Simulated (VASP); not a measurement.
# TiO2 (P4_2/mnm) in VASP: notebook

The runs below take TiO2 through dielectric tensor, band structure, with PBE, LDA.

Program: VASP 6.6.1. These are calculated values, not measurements. Logs are shortened: lines on timing, memory, paths and dates and some standing lists are left out, and cuts for length are marked.

**Measured values to compare with.**

“Shallow Valence Band of Rutile GeO2 and P-type Doping”, 2020, arxiv:2011.08928 quotes, for a bulk crystal of TiO2 at 1.6 K: band gap 3.03 eV (direct).

The runs below are set against these values where they give the same quantity.

## Step 1: Starting point

The structure is tetragonal, space group P4_2/mnm (No. 136). The conventional cell has a = 4.645 Å, b = 4.645 Å, c = 2.967 Å, α = 90.00°, β = 90.00°, γ = 90.00°. Ti (site symmetry mmm) is surrounded by 6 O at 1.96 to 2.00 Å. O (site symmetry m2m) is surrounded by 3 Ti at 1.96 to 2.00 Å.

The cell is a database's computed one.

## Step 2: Dielectric tensor, PBE

The input, INCAR:

```
PREC = Accurate ; ENCUT = 450
EDIFF = 1E-8 ; ISMEAR = 0
SIGMA = 0.02 ; LREAL = False
LASPH = True ; NELM = 120
ALGO = Normal ; ISIF = 2
LWAVE = False ; LCHARG = False
GGA = PE ; LEPSILON = True
IBRION = 8 ; KPAR = 4
```

The input, KPOINTS:

```
regular mesh
0
Gamma
  7 7 11
```

The input, POSCAR:

```
TiO2                                    
1.0
    4.6447927350      0.0000000000      0.0000000000
    0.0000000000      4.6447927350      0.0000000000
    0.0000000000      0.0000000000      2.9669017091
  Ti              O             
     2     4
Direct
     0.5000000000000000    0.5000000000000000    0.0000000000000000
     0.0000000000000000    0.0000000000000000    0.5000000000000000
     0.6949785649527698    0.6949785649527698    0.5000000000000000
     0.8050214350472302    0.1949785649527698    0.0000000000000000
     0.1949785649527698    0.8050214350472302    0.0000000000000000
     0.3050214350472302    0.3050214350472302    0.5000000000000000
```

Potentials or basis: VASP PAW PBE potentials, release 64 (Ti_sv, O).

On the command line:

```console
$ cat potpaw_PBE.64/Ti_sv/POTCAR potpaw_PBE.64/O/POTCAR > POTCAR
$ mpirun -np 4 vasp_std > vasp.out
```

OUTCAR:

```text
PREC = Accurate
   ENCUT = 450
   EDIFF = 1E-8
   ISMEAR = 0
   LREAL = False
   LASPH = True
   NELM = 120
   ISIF = 2
   GGA = PE
   LEPSILON = True
   IBRION = 8

 ion  position               nearest neighbor table
   1  0.500  0.500  0.000-   3 1.96   6 1.96   3 1.96   6 1.96   5 2.00   4 2.00
   2  0.000  0.000  0.500-   4 1.96   5 1.96   4 1.96   5 1.96   3 2.00   6 2.00
   3  0.695  0.695  0.500-   1 1.96   1 1.96   2 2.00
   4  0.805  0.195  0.000-   2 1.96   2 1.96   1 2.00
   5  0.195  0.805  0.000-   2 1.96   2 1.96   1 2.00
   6  0.305  0.305  0.500-   1 1.96   1 1.96   2 2.00

  LATTYP: Found a simple tetragonal cell.
 ALAT       =     4.6447927350
 C/A-ratio  =     0.6387586871

  Lattice vectors:

 A1 = (   4.6447927350,   0.0000000000,   0.0000000000)
 A2 = (   0.0000000000,   4.6447927350,   0.0000000000)
 A3 = (   0.0000000000,   0.0000000000,   2.9669017091)

Analysis of symmetry for initial positions (statically):
=====================================================================
 Subroutine PRICEL returns:
 Original cell was already a primitive cell.

 Routine SETGRP: Setting up the symmetry group for a
 simple tetragonal supercell.

 Subroutine GETGRP returns: Found 16 space group operations
 (whereof  8 operations were pure point group operations)
 out of a pool of 16 trial point group operations.

The static configuration has the point symmetry D_2h.
 The point group associated with its full space group is D_4h.

Analysis of symmetry for dynamics (positions and initial velocities):
=====================================================================
 Subroutine PRICEL returns:
 Original cell was already a primitive cell.

 Routine SETGRP: Setting up the symmetry group for a
 simple tetragonal supercell.

 Subroutine GETGRP returns: Found 16 space group operations
 (whereof  8 operations were pure point group operations)
 out of a pool of 16 trial point group operations.

The dynamic configuration has the point symmetry D_2h.
 The point group associated with its full space group is D_4h.

 Subroutine INISYM returns: Found 16 space group operations
 (whereof  8 operations are pure point group operations),
 and found     1 'primitive' translations

----------------------------------------------------------------------------------------

                                     Primitive cell

  volume of cell :      64.0082

  direct lattice vectors                    reciprocal lattice vectors
     4.644792735  0.000000000  0.000000000     0.215294860  0.000000000  0.000000000
     0.000000000  4.644792735  0.000000000     0.000000000  0.215294860  0.000000000
     0.000000000  0.000000000  2.966901709     0.000000000  0.000000000  0.337051948

  length of vectors
     4.644792735  4.644792735  2.966901709     0.215294860  0.215294860  0.337051948

  position of ions in fractional coordinates (direct lattice)
     0.500000000  0.500000000  0.000000000
     0.000000000  0.000000000  0.500000000
     0.694978565  0.694978565  0.500000000
     0.805021435  0.194978565  0.000000000
     0.194978565  0.805021435  0.000000000
     0.305021435  0.305021435  0.500000000

  ion indices of the primitive-cell ions
   primitive index   ion index
                 1           1
                 2           2
                 3           3
                 4           4
                 5           5
                 6           6

----------------------------------------------------------------------------------------
[... 955 lines left out ...]

 INTERNAL STRAIN TENSOR  FOR ION    3  DIRECTION 3   (eV/Angst):
 -----------------------------------------------------------------------------
    -0.00817  0.00302 -4.17997
     0.00302 -0.00817 -4.17997
    -5.24878 -5.24878  0.01392

 MACROSCOPIC STATIC DIELECTRIC TENSOR (including local field effects in DFT)
 ------------------------------------------------------
           7.383014     0.000000     0.000000
           0.000000     7.383014     0.000000
           0.000000     0.000000     8.974602
 ------------------------------------------------------

 PIEZOELECTRIC TENSOR (including local field effects)  for field in x, y, z        (e  Angst)
          XX          YY          ZZ          XY          YZ          ZX
  --------------------------------------------------------------------------------
  x     0.00000     0.00000     0.00000     0.00000     0.00000     0.00000
  y     0.00000     0.00000     0.00000     0.00000     0.00000     0.00000
  z     0.00000     0.00000     0.00000     0.00000     0.00000     0.00000

 PIEZOELECTRIC TENSOR (including local field effects)  for field in x, y, z        (C/m^2)
          XX          YY          ZZ          XY          YZ          ZX
  --------------------------------------------------------------------------------
  x     0.00000     0.00000     0.00000     0.00000     0.00000     0.00000
  y     0.00000     0.00000     0.00000     0.00000     0.00000     0.00000
  z     0.00000     0.00000     0.00000     0.00000     0.00000     0.00000

 BORN EFFECTIVE CHARGES (including local field effects) (in |e|, cummulative output)
 ---------------------------------------------------------------------------------
 ion    1
    1     6.23941    -1.02644     0.00000
    2    -1.02644     6.23941     0.00000
    3     0.00000     0.00000     7.76896
 ion    2
    1     6.23941     1.02644     0.00000
    2     1.02644     6.23941     0.00000
    3     0.00000     0.00000     7.76896
 ion    3
    1    -3.11970    -1.78309     0.00000
    2    -1.78309    -3.11970     0.00000
    3     0.00000     0.00000    -3.88448
 ion    4
    1    -3.11970     1.78309     0.00000
    2     1.78309    -3.11970     0.00000
    3     0.00000     0.00000    -3.88448
 ion    5
    1    -3.11970     1.78309     0.00000
    2     1.78309    -3.11970     0.00000
    3     0.00000     0.00000    -3.88448
 ion    6
    1    -3.11970    -1.78309     0.00000
    2    -1.78309    -3.11970     0.00000
    3     0.00000     0.00000    -3.88448

 INTERNAL STRAIN TENSOR FOR ION    6 for displacements in x,y,z  (eV/Angst):
          X           Y           Z          XY          YZ          ZX
  --------------------------------------------------------------------------------
  x     4.77890     2.45290     3.66118    -0.51649     0.00000     0.00000
  y     2.45290     4.77890     3.66118    -0.47477     0.00000     0.00000
  z     0.00000     0.00000     0.00000     0.00000     5.24878     4.17997

 SECOND DERIVATIVES (NOT SYMMETRIZED)
 ------------------------------------
               1X          1Y          1Z          2X          2Y          2Z          3X          3Y          3Z          4X          4Y          4Z          5X          5Y          5Z          6X          6Y          6Z
  1X   -14.876670   -5.364834    0.000000   13.920573   -0.011941    0.000000    1.966530    1.450137    0.000000   -1.488482    1.238250    0.000000   -1.488482    1.238250    0.000000    1.966530    1.450137    0.000000
  1Y    -5.364834  -14.876670    0.000000   -0.011941   13.920573    0.000000    1.450137    1.966530    0.000000    1.238250   -1.488482    0.000000    1.238250   -1.488482    0.000000    1.450137    1.966530    0.000000
  1Z     0.000000    0.000000    0.195305    0.000000    0.000000    0.360334    0.000000    0.000000   -0.295402    0.000000    0.000000    0.017583    0.000000    0.000000    0.017583    0.000000    0.000000   -0.295402
  2X    13.920573    0.011941    0.000000  -14.876670    5.364834    0.000000   -1.488482   -1.238250    0.000000    1.966530   -1.450137    0.000000    1.966530   -1.450137    0.000000   -1.488482   -1.238250    0.000000
  2Y     0.011941   13.920573    0.000000    5.364834  -14.876670    0.000000   -1.238250   -1.488482    0.000000   -1.450137    1.966530    0.000000   -1.450137    1.966530    0.000000   -1.238250   -1.488482    0.000000
  2Z     0.000000    0.000000    0.360334    0.000000    0.000000    0.195305    0.000000    0.000000    0.017583    0.000000    0.000000   -0.295402    0.000000    0.000000   -0.295402    0.000000    0.000000    0.017583
  3X     1.949911    1.455742    0.000000   -1.492102   -1.223627    0.000000  -10.816053   -5.429020    0.000000   -0.703460    0.863478    0.000000    5.480340   -0.872585    0.000000    5.581363    5.206013    0.000000
  3Y     1.455742    1.949911    0.000000   -1.223627   -1.492102    0.000000   -5.429020  -10.816053    0.000000   -0.872585    5.480340    0.000000    0.863478   -0.703460    0.000000    5.206013    5.581363    0.000000
  3Z     0.000000    0.000000   -0.276398    0.000000    0.000000   -0.026900    0.000000    0.000000   -7.227744    0.000000    0.000000    1.947715    0.000000    0.000000    1.947715    0.000000    0.000000    3.635612
  4X    -1.492102    1.223627    0.000000    1.949911   -1.455742    0.000000   -0.703460   -0.863478    0.000000  -10.816053    5.429020    0.000000    5.581363   -5.206013    0.000000    5.480340    0.872585    0.000000
  4Y     1.223627   -1.492102    0.000000   -1.455742    1.949911    0.000000    0.872585    5.480340    0.000000    5.429020  -10.816053    0.000000   -5.206013    5.581363    0.000000   -0.863478   -0.703460    0.000000
  4Z     0.000000    0.000000   -0.026900    0.000000    0.000000   -0.276398    0.000000    0.000000    1.947715    0.000000    0.000000   -7.227744    0.000000    0.000000    3.635612    0.000000    0.000000    1.947715
  5X    -1.492102    1.223627    0.000000    1.949911   -1.455742    0.000000    5.480340    0.872585    0.000000    5.581363   -5.206013    0.000000  -10.816053    5.429020    0.000000   -0.703460   -0.863478    0.000000
  5Y     1.223627   -1.492102    0.000000   -1.455742    1.949911    0.000000   -0.863478   -0.703460    0.000000   -5.206013    5.581363    0.000000    5.429020  -10.816053    0.000000    0.872585    5.480340    0.000000
  5Z     0.000000    0.000000   -0.026900    0.000000    0.000000   -0.276398    0.000000    0.000000    1.947715    0.000000    0.000000    3.635612    0.000000    0.000000   -7.227744    0.000000    0.000000    1.947715
  6X     1.949911    1.455742    0.000000   -1.492102   -1.223627    0.000000    5.581363    5.206013    0.000000    5.480340   -0.872585    0.000000   -0.703460    0.863478    0.000000  -10.816053   -5.429020    0.000000
  6Y     1.455742    1.949911    0.000000   -1.223627   -1.492102    0.000000    5.206013    5.581363    0.000000    0.863478   -0.703460    0.000000   -0.872585    5.480340    0.000000   -5.429020  -10.816053    0.000000
  6Z     0.000000    0.000000   -0.276398    0.000000    0.000000   -0.026900    0.000000    0.000000    3.635612    0.000000    0.000000    1.947715    0.000000    0.000000    1.947715    0.000000    0.000000   -7.227744

 Eigenvectors and eigenvalues of the dynamical matrix
 ----------------------------------------------------

   1 f  =   23.106209 THz   145.180592 2PiTHz  770.740166 cm-1    95.559559 meV
             X         Y         Z           dx          dy          dz
      2.322396  2.322396  0.000000     0.000000    0.000000    0.000000
      0.000000  0.000000  1.483451    -0.000000   -0.000000    0.000000
      3.228031  3.228031  1.483451     0.353553    0.353553   -0.000000
      3.739158  0.905635  0.000000     0.353553   -0.353553    0.000000
      0.905635  3.739158  0.000000    -0.353553    0.353553   -0.000000
      1.416761  1.416761  1.483451    -0.353553   -0.353553   -0.000000
[... 145 lines left out ...]
  18 f/i=    2.733585 THz    17.175623 2PiTHz   91.182593 cm-1    11.305196 meV
             X         Y         Z           dx          dy          dz
      2.322396  2.322396  0.000000     0.000000   -0.000000    0.435796
      0.000000  0.000000  1.483451    -0.000000    0.000000    0.435796
      3.228031  3.228031  1.483451    -0.000000    0.000000   -0.393752
      3.739158  0.905635  0.000000    -0.000000    0.000000   -0.393752
      0.905635  3.739158  0.000000    -0.000000    0.000000   -0.393752
      1.416761  1.416761  1.483451    -0.000000    0.000000   -0.393752

--------------------------------------------------------------------------------------------------------

 MACROSCOPIC STATIC DIELECTRIC TENSOR IONIC CONTRIBUTION
 ------------------------------------------------------
        2526.166552     0.000000    -0.000000
           0.000000  2526.166552    -0.000000
          -0.000000    -0.000000     0.000000
 ------------------------------------------------------

 ELASTIC MODULI CONTR FROM IONIC RELAXATION (kBar)
 Direction    XX          YY          ZZ          XY          YZ          ZX
 --------------------------------------------------------------------------------
 XX        -343.0083     69.0350   -138.7019      0.0000     -0.0000      0.0000
 YY          69.0350   -343.0083   -138.7019     -0.0000     -0.0000      0.0000
 ZZ        -138.7019   -138.7019   -140.4387      0.0000     -0.0000      0.0000
 XY          -0.0000     -0.0000     -0.0000     -1.4159     -0.0000      0.0000
 YZ          -0.0000     -0.0000     -0.0000     -0.0000   -253.9141      0.0000
 ZX           0.0000      0.0000      0.0000      0.0000      0.0000   -161.0339
 --------------------------------------------------------------------------------

 PIEZOELECTRIC TENSOR IONIC CONTR  for field in x, y, z        (C/m^2)
          XX          YY          ZZ          XY          YZ          ZX
  --------------------------------------------------------------------------------
  x     0.00000     0.00000     0.00000     0.00000    -0.00000     0.00000
  y     0.00000    -0.00000     0.00000    -0.00000    -0.00000     0.00000
  z    -0.00000     0.00000    -0.00000     0.00000     0.00000     0.00000
```

Run time: 7.2 min. Hardware: 4 MPI ranks of Intel Xeon 6975P-C (Granite Rapids), shared host; peak memory 0.6 GiB.

What came out:

```yaml
Band_gap_on_the_k_mesh: 1.83 eV, direct
Electronic_dielectric_tensor_diagonal: 7.38, 7.38, 8.97
Born_charges_mean_of_the_diagonal: Ti +6.75; O -3.37 e
Highest_phonon_frequency_at_Γ_LO-TO_splitting_left_out: 771 cm⁻¹
Most_unstable_mode: 91i cm⁻¹
```

Levels at points of the mesh, in eV from the valence-band top:
```csv
k point,band 20,band 21,band 22,band 23,band 24,band 25,band 26,band 27,band 28
"(0.00, 0.00, 0.00)",-1.89,-0.67,-0.43,-0.43,0.00,1.83,2.11,2.38,2.45
```

Phonon frequencies in cm⁻¹ (negative: imaginary):
```tsv
q point	frequencies
(0.000, 0.000, 0.000)	-91 -37 -37 2 4 4 29 149 356 356 357 417 430 430 471 471 570 771
```

Electronic dielectric tensor:
```
7.38 0.00 0.00
0.00 7.38 0.00
0.00 0.00 8.97
```

Born effective charge tensors (e):
atom 1, Ti
```
 6.24 -1.03  0.00
-1.03  6.24  0.00
 0.00  0.00  7.77
```
atom 2, Ti
```
6.24 1.03 0.00
1.03 6.24 0.00
0.00 0.00 7.77
```
atom 3, O
```
-3.12 -1.78  0.00
-1.78 -3.12  0.00
 0.00  0.00 -3.88
```
atom 4, O
```
-3.12  1.78  0.00
 1.78 -3.12  0.00
 0.00  0.00 -3.88
```
atom 5, O
```
-3.12  1.78  0.00
 1.78 -3.12  0.00
 0.00  0.00 -3.88
```
atom 6, O
```
-3.12 -1.78  0.00
-1.78 -3.12  0.00
 0.00  0.00 -3.88
```

Caveat: some modes are imaginary; an odd mesh through Γ misses points on the zone boundary, where band edges often lie.

## Step 3: Band structure, LDA

The input, INCAR:

```
ALGO     = Normal         # electronic algorithm
EDIFF    = 1E-6           # SCF threshold, eV
ENCUT    = 450            # plane-wave cutoff, eV
GGA      = CA             # functional
ISIF     = 2              # what is computed and relaxed
ISMEAR   = 0              # smearing method
KPAR     = 4            
LASPH    = T              # aspherical terms in the spheres
LCHARG   = F              # write CHGCAR
LMAXMIX  = 4              # l up to which the mixer works
LREAL    = F              # projectors in reciprocal space
LWAVE    = F              # write WAVECAR
NELM     = 120            # most SCF steps
PREC     = Accurate       # precision mode
SIGMA    = 0.02           # smearing width, eV
```

The input, KPOINTS:

```
k-points
0
Gamma
  8 8 12
```

POSCAR is that of step 2.

The input, KPOINTS_OPT:

```
path GXMGZRAZ,XR,MA
10
line-mode
reciprocal
 0.0000000000  0.0000000000  0.0000000000  G
 0.0000000000  0.5000000000  0.0000000000  X

 0.0000000000  0.5000000000  0.0000000000  X
 0.5000000000  0.5000000000  0.0000000000  M

 0.5000000000  0.5000000000  0.0000000000  M
 0.0000000000  0.0000000000  0.0000000000  G

 0.0000000000  0.0000000000  0.0000000000  G
 0.0000000000  0.0000000000  0.5000000000  Z

 0.0000000000  0.0000000000  0.5000000000  Z
 0.0000000000  0.5000000000  0.5000000000  R

 0.0000000000  0.5000000000  0.5000000000  R
 0.5000000000  0.5000000000  0.5000000000  A

 0.5000000000  0.5000000000  0.5000000000  A
 0.0000000000  0.0000000000  0.5000000000  Z

 0.0000000000  0.5000000000  0.0000000000  X
 0.0000000000  0.5000000000  0.5000000000  R

 0.5000000000  0.5000000000  0.0000000000  M
 0.5000000000  0.5000000000  0.5000000000  A
```

Potentials or basis: VASP PAW LDA potentials, release 64 (Ti_sv, O).

On the command line:

```console
$ cat potpaw_LDA.64/Ti_sv/POTCAR potpaw_LDA.64/O/POTCAR > POTCAR
$ mpirun -np 4 vasp_std > vasp.out
```

Wall time 26 s (4 MPI ranks of Intel Xeon 6975P-C (Granite Rapids), shared host); peak memory 0.3 GiB.

The run converged. Its results:

| Item | Value |
| --- | --- |
| Free energy | -58.6664 eV |
| Largest force | 0.121 eV/Å |
| Band gap on the k mesh | 1.74 eV, direct |
| Band gap along the path | 1.74 eV, direct |

Forces on the atoms (eV/Å):
```
Ti   0.000  0.000  0.000
Ti   0.000  0.000  0.000
O   -0.086 -0.086  0.000
O    0.086 -0.086  0.000
O   -0.086  0.086  0.000
O    0.086  0.086  0.000
```

Levels at the corners of the path, in eV from the valence-band top:
```
point  band 22  band 23  band 24  band 25  band 26  band 27
    Γ    -0.44    -0.44     0.00     1.74     2.01     2.31
    X    -1.58    -0.72    -0.72     2.39     2.39     2.88
    X    -1.58    -0.72    -0.72     2.39     2.39     2.88
    M    -1.26    -1.06    -1.06     1.78     1.78     2.41
    M    -1.26    -1.06    -1.06     1.78     1.78     2.41
    Γ    -0.44    -0.44     0.00     1.74     2.01     2.31
    Γ    -0.44    -0.44     0.00     1.74     2.01     2.32
    Z    -2.30    -1.42    -1.42     2.83     2.83     3.07
    Z    -2.30    -1.42    -1.42     2.83     2.83     3.07
    R    -2.02    -1.00    -1.00     1.78     1.78     3.09
    R    -2.02    -1.00    -1.00     1.78     1.78     3.09
    A    -1.24    -0.68    -0.68     2.46     2.46     3.08
    A    -1.24    -0.68    -0.68     2.46     2.46     3.09
    Z    -2.30    -1.42    -1.42     2.83     2.83     3.07
    X    -1.58    -0.72    -0.72     2.39     2.39     2.88
    R    -2.02    -1.00    -1.00     1.78     1.78     3.09
    M    -1.26    -1.06    -1.06     1.78     1.78     2.41
    A    -1.24    -0.68    -0.68     2.46     2.46     3.08
```

## Step 4: How close it comes

Step 2. The gap isn't set beside the measured one, since this odd mesh misses points on the zone boundary.

Step 3. Measured gap of TiO2: 3.03 eV (direct; 1.6 K; quoted in “Shallow Valence Band of Rutile GeO2 and P-type Doping”, 2020, arxiv:2011.08928). This calculation gives 1.74 eV (-1.29 eV). 2 values of this kind are on record in papers (3.03 to 3.05 eV); this one was drawn at random among those near their median. The value is that of LDA, without temperature or zero-point motion. Semilocal functionals fall short of measured gaps as a rule. The cell is a database's relaxed one, not the measured one, which moves gaps too.
